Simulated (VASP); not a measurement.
All values below come from optB86b-vdW, VASP's PBE PAW potentials (set 64) (plane waves; VASP).

VASP ran on this input.

### KPOINTS
```
k-points along high-symmetry lines
10
Line-mode
Reciprocal
  0.000000   0.000000   0.000000 ! GAMMA
  0.500000  -0.000000   0.000000 ! M

  0.500000  -0.000000   0.000000 ! M
  0.333333   0.333333   0.000000 ! K

  0.333333   0.333333   0.000000 ! K
  0.000000   0.000000   0.000000 ! GAMMA

  0.000000   0.000000   0.000000 ! GAMMA
  0.000000   0.000000   0.500000 ! A

  0.000000   0.000000   0.500000 ! A
  0.500000  -0.000000   0.500000 ! L

  0.500000  -0.000000   0.500000 ! L
  0.333333   0.333333   0.500000 ! H

  0.333333   0.333333   0.500000 ! H
  0.000000   0.000000   0.500000 ! A

  0.500000  -0.000000   0.500000 ! L
  0.500000  -0.000000   0.000000 ! M

  0.333333   0.333333   0.500000 ! H
  0.333333   0.333333   0.000000 ! K
```

INCAR:
```
! general
SYSTEM    =  SnSe2
PREC      =  Accurate
ENCUT     =  520   ! plane-wave cut-off (eV)
LREAL     =  F   ! projection in real space or not
LASPH     =  T   ! aspherical one-centre terms
ICHARG    =  11   ! fixed density

! electronic loop
EDIFF     =  1E-7   ! SCF stop (eV)
NELM      =  100
ALGO      =  Normal   ! blocked Davidson
LMAXMIX   =  4   ! l cut-off of mixed one-centre charges

! smearing
ISMEAR    =  0   ! Gaussian
SIGMA     =  0.05   ! width (eV)

! functional
GGA       =  MK
LUSE_VDW  =  T
AGGAC     =  0.0
PARAM1    =  0.1234
PARAM2    =  1.0

! output
LWAVE     =  F
LCHARG    =  F
LORBIT    =  11   ! lm-projected
```

POSCAR:
```
SnSe2
1
    1.9284091197    -3.3401027925     0.0000000000
    1.9284091197     3.3401027925    -0.0000000000
    0.0000000000     0.0000000000     6.1744457782
Sn Se
1 2
Direct
  0.0000000000   1.0000000000   0.0000000000
  0.3333330000   0.6666670000   0.2586295722
  0.6666670000   0.3333330000   0.7413704278
```

POTCAR, in this order: Sn_d Se (PBE.64 set). Program: vasp_std. Read from the step before: CHGCAR.

What VASP printed:

**OUTCAR**
```
 ion  position               nearest neighbor table
   1  0.000  0.000  0.000-   2 2.74   3 2.74   3 2.74   2 2.74   3 2.74   2 2.74
   2  0.333  0.667  0.259-   1 2.74   1 2.74   1 2.74
   3  0.667  0.333  0.741-   1 2.74   1 2.74   1 2.74
  LATTYP: Found a hexagonal cell.
 ALAT       =     3.8568184294
 C/A-ratio  =     1.6009168933
 Subroutine PRICEL returns:
 Original cell was already a primitive cell.
 Subroutine GETGRP returns: Found 12 space group operations
The static configuration has the point symmetry D_3d.
The dynamic configuration has the point symmetry D_3d.
 Subroutine INISYM returns: Found 12 space group operations
   k-points           NKPTS =     90   k-points in BZ     NKDIM =     90   number of bands    NBANDS=     17
   number of dos      NEDOS =    301   number of ions     NIONS =      3
   total plane-waves  NPLWV =  43200
   dimension x,y,z NGX =    30 NGY =   30 NGZ =   48
   dimension x,y,z NGXF=    60 NGYF=   60 NGZF=   96
   ions per type =               1   2
   PREC   = accura    normal or accurate (medium, high low for compatibility)
   ISTART =      0    job   : 0-new  1-cont  2-samecut
   ICHARG =     11    charge: 1-file 2-atom 10-const
   ISPIN  =      1    spin polarized calculation?
   LNONCOLLINEAR =      F non collinear calculations
   LSORBIT =      F    spin-orbit coupling
   INIWAV =      1    electr: 0-lowe 1-rand  2-diag
   ENCUT  =  520.0 eV  38.22 Ry    6.18 a.u.   7.17  7.17 11.48*2*pi/ulx,y,z
   NELM   =    100;   NELMIN=  2; NELMDL= -5     # of ELM steps
   EDIFF  = 0.1E-06   stopping-criterion for ELM
   LREAL  =      F    real-space projection
   NLSPLINE    = F    spline interpolate recip. space projectors
   LMAXMIX     =    4 max onsite mixed and CHGCAR
   VOSKOWN=      0    Vosko Wilk Nusair interpolation
   EDIFFG = 0.1E-05   stopping-criterion for IOM
   NSW    =      0    number of steps for IOM
   NBLOCK =      1;   KBLOCK =      1    inner block; outer block
   IBRION =     -1    ionic relax: 0-MD 1-quasi-New 2-CG
   NFREE  =      0    steps in history (QN), initial steepest desc. (CG)
   ISIF   =      2    stress and relaxation
   ISYM   =      2    0-nonsym 1-usesym 2-fastsym
   TEIN   =    0.0    initial temperature
   TEBEG  =    0.0;   TEEND  =   0.0 temperature during run
   SMASS  =  -3.00    Nose mass-parameter (am)
   PSTRESS=    0.0 pullay stress
   NELECT =      26.0000    total number of electrons
   EFERMI =   0.00;   METHOD = LEGACY
   ISMEAR =     0;   SIGMA  =   0.05  broadening in eV -4-tet -1-fermi 0-gaus
   IALGO  =     38    algorithm
   LDIAG  =      T    sub-space diagonalisation (order eigenvalues)
   IMIX   =      4    mixing-type and parameters
     AMIX     =   0.40;   BMIX     =  1.00
     AMIX_MAG =   1.60;   BMIX_MAG =  1.00
     AMIN     =   0.10
   GGA     = MK    functional components
   VOSKOWN =     0    Vosko Wilk Nusair interpolation
   LHFCALC =     F    Hartree Fock is set to
   LHFONE  =     F    Hartree Fock one center treatment
   AEXX    =    0.0000 exact exchange contribution
   LUSE_VDW   =     T    switch on vdW DFT
   IVDW    =     0    specifies the selected vdW correction
   LEPSILON=     F    determine dielectric tensor
   LRPA    =     F    only Hartree local field effects (RPA)
  energy-cutoff  :      520.00
  volume of cell :       79.54
      direct lattice vectors                 reciprocal lattice vectors
     1.928409120 -3.340102793  0.000000000     0.259281080 -0.149695992  0.000000000
     1.928409120  3.340102793  0.000000000     0.259281080  0.149695992  0.000000000
     0.000000000  0.000000000  6.174445778     0.000000000  0.000000000  0.161957856
 k-point     1 :   0.0000 0.0000 0.0000  plane waves:    2165
 k-point     2 :   0.0556 0.0000 0.0000  plane waves:    2141
 k-point     3 :   0.1111 0.0000 0.0000  plane waves:    2147
 k-point     4 :   0.1667 0.0000 0.0000  plane waves:    2141
 k-point     5 :   0.2222 0.0000 0.0000  plane waves:    2148
 k-point     6 :   0.2778 0.0000 0.0000  plane waves:    2150
 k-point     7 :   0.3333 0.0000 0.0000  plane waves:    2156
...
```

### OSZICAR
```
       N       E                     dE             d eps       ncg     rms          rms(c)
DAV:   1     0.202337983949E+03    0.20234E+03   -0.12607E+04  3062   0.174E+03
DAV:   2     0.172178292197E+02   -0.18512E+03   -0.18200E+03  3265   0.393E+02
DAV:   3    -0.383802611906E+01   -0.21056E+02   -0.20397E+02  3873   0.122E+02
DAV:   4    -0.457790449349E+01   -0.73988E+00   -0.72492E+00  3728   0.228E+01
DAV:   5    -0.459543652831E+01   -0.17532E-01   -0.17524E-01  4564   0.369E+00
DAV:   6    -0.459566512664E+01   -0.22860E-03   -0.22859E-03  3874   0.338E-01
DAV:   7    -0.459567218548E+01   -0.70588E-05   -0.70589E-05  4690   0.573E-02
DAV:   8    -0.459567229019E+01   -0.10471E-06   -0.10467E-06  3869   0.538E-03
DAV:   9    -0.459567229122E+01   -0.10277E-08   -0.10318E-08  3252   0.843E-04
   1 F= -.45956723E+01 E0= -.45956723E+01  d E =-.839195E-13
```

**OUTCAR**
```
 val. band max:        3.8645274752   @ k =   0.0741   0.0741   0.0000

 cond. band min:       4.3441564088   @ k =   0.5000   0.0000   0.3333



 k-point     1 :       0.0000    0.0000    0.0000
  band No.  band energies     occupation
      1     -17.4004      2.00000
      2     -17.4004      2.00000
      3     -17.3659      2.00000
      4     -17.3561      2.00000
      5     -17.3561      2.00000
      6      -9.8465      2.00000
      7      -8.2710      2.00000
      8      -2.4072      2.00000
      9       3.2454      2.00000
     10       3.2455      2.00000
     11       3.4718      2.00000
     12       3.4718      2.00000
     13       3.7281      2.00000
     14       4.5612      0.00000
     15       6.8333      0.00000
     16       8.3468      0.00000
     17       8.3468      0.00000

 k-point     2 :       0.0556    0.0000    0.0000
  band No.  band energies     occupation
      1     -17.4014      2.00000
      2     -17.3993      2.00000
      3     -17.3652      2.00000
      4     -17.3568      2.00000
      5     -17.3560      2.00000
      6      -9.8177      2.00000
      7      -8.2528      2.00000
      8      -2.3981      2.00000
      9       2.7778      2.00000
     10       3.0680      2.00000
     11       3.2876      2.00000
     12       3.5851      2.00000
     13       3.7938      2.00000
     14       4.9178      0.00000
     15       7.0282      0.00000
     16       8.2173      0.00000
     17       8.3999      0.00000

 k-point     3 :       0.1111    0.0000    0.0000
  band No.  band energies     occupation
      1     -17.4047      2.00000
      2     -17.3963      2.00000
      3     -17.3631      2.00000
      4     -17.3587      2.00000
      5     -17.3558      2.00000
      6      -9.7320      2.00000
      7      -8.2005      2.00000
      8      -2.3771      2.00000
      9       2.0281      2.00000
     10       2.7766      2.00000
     11       2.8346      2.00000
     12       3.6963      2.00000
...
```

The density is held fixed in this step, so its total energy and stress have no physical meaning. Unless said otherwise, spin-orbit coupling is left out, though it shifts the bands of the heavy elements here.

The compound is SnSe2 in the 1T layered structure. It was relaxed first.
